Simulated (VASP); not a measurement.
Be3CdO4:

```xyz
16
Lattice="6.0140 -0.0187 0.0353 -0.0159 5.0453 -0.0438 0.0279 -0.0407 4.6962" Properties=species:S:1:pos:R:3 pbc="T T T"
Be    1.4914    0.7657    2.4443
Be    4.5119    0.6111    2.3025
Be    0.0483    3.3411    2.3624
Be    4.4397    4.0749    4.6414
Be    1.4656    4.2800    0.1446
Be    3.1170    1.4799    0.0854
Cd    3.0761    3.5112    2.3685
Cd    5.9269    1.7100    4.6965
O     1.2909    4.2046    1.5018
O     4.5390    4.2469    1.6022
O     2.9588    1.2978    1.6355
O     5.9993    1.6267    2.3016
O     4.3151    0.6172    3.9930
O     1.8895    0.6484    4.1018
O     0.1932    3.7129    4.0198
O     3.0245    3.1877    4.3302
```

The cell was built by a generator and needn't be a form met in nature.

- Program: VASP 6.6.1
- Task: relaxation of cell and atoms
- Functional: PBE
- Potentials or basis: VASP PAW PBE potentials, release 64 (Be, Cd, O)
- Cutoff: 520 eV
- k mesh: 3 × 4 × 4
- Occupations: gaussian, width 0.05 eV
- Spin: no spin polarisation

At the start: pressure 10.6 GPa; volume 8.90 Å³/atom.

**Question.** How do energy, volume and symmetry change on relaxing?

**Answer.** Over 18 steps the energy falls by 226.4 meV/atom and the volume is 9.00 Å³/atom (+1.1 %); space group Pc (No. 7, to 0.05 Å).

The path:
| step | energy change (eV) | largest force (eV/Å) | pressure (GPa) | volume (Å³) |
| --- | --- | --- | --- | --- |
| 1 | 0.0000 | 9.2879 | 10.58 | 142.48 |
| 2 | -1.2714 | 3.2025 | -7.76 | 154.78 |
| 3 | -2.6178 | 2.0322 | -3.71 | 148.16 |
| 4 | -3.2482 | 1.2050 | -1.78 | 145.11 |
| 5 | -3.2958 | 1.4840 | -0.51 | 143.97 |
| 6 | -3.4984 | 0.5174 | 1.04 | 142.61 |
| 7 | -3.5024 | 0.6386 | 1.41 | 142.40 |
| 8 | -3.5785 | 0.3247 | 0.01 | 143.60 |
| 9 | -3.5836 | 0.3883 | -0.42 | 144.00 |
| 10 | -3.6066 | 0.1659 | 0.00 | 143.78 |
| 11 | -3.6086 | 0.1554 | 0.14 | 143.70 |
| 12 | -3.6168 | 0.0789 | 0.08 | 143.82 |
| 13 | -3.6180 | 0.1120 | 0.05 | 143.88 |
| 14 | -3.6211 | 0.0660 | -0.04 | 144.01 |
| 15 | -3.6212 | 0.0701 | -0.04 | 144.03 |
| 16 | -3.6223 | 0.0379 | 0.01 | 144.01 |
| 17 | -3.6223 | 0.0436 | 0.02 | 144.01 |
| 18 | -3.6227 | 0.0260 | 0.01 | 144.04 |

Final structure:
```yaml
crystal:
  lattice:
    - [5.97836, -0.00017, 0.00070]
    - [-0.00045, 5.09722, -0.00069]
    - [0.00039, 0.00097, 4.72679]
  atoms:
    - { symbol: Be, position: [0.25569, 0.14575, 0.50524] }
    - { symbol: Be, position: [0.74268, 0.14231, 0.50547] }
    - { symbol: Be, position: [0.00122, 0.70082, 0.50339] }
    - { symbol: Be, position: [0.75510, 0.84034, 0.00519] }
    - { symbol: Be, position: [0.24198, 0.84545, 0.00574] }
    - { symbol: Be, position: [0.50122, 0.28608, 0.00323] }
    - { symbol: Cd, position: [0.49985, 0.64942, 0.50113] }
    - { symbol: Cd, position: [0.99883, 0.33721, 0.00103] }
    - { symbol: O, position: [0.20752, 0.86186, 0.35154] }
    - { symbol: O, position: [0.79363, 0.86032, 0.35192] }
    - { symbol: O, position: [0.50084, 0.24443, 0.35465] }
    - { symbol: O, position: [0.00254, 0.35435, 0.46176] }
    - { symbol: O, position: [0.70710, 0.12472, 0.85130] }
    - { symbol: O, position: [0.29330, 0.12709, 0.85185] }
    - { symbol: O, position: [0.00151, 0.74246, 0.85498] }
    - { symbol: O, position: [0.50489, 0.63279, 0.96164] }
```
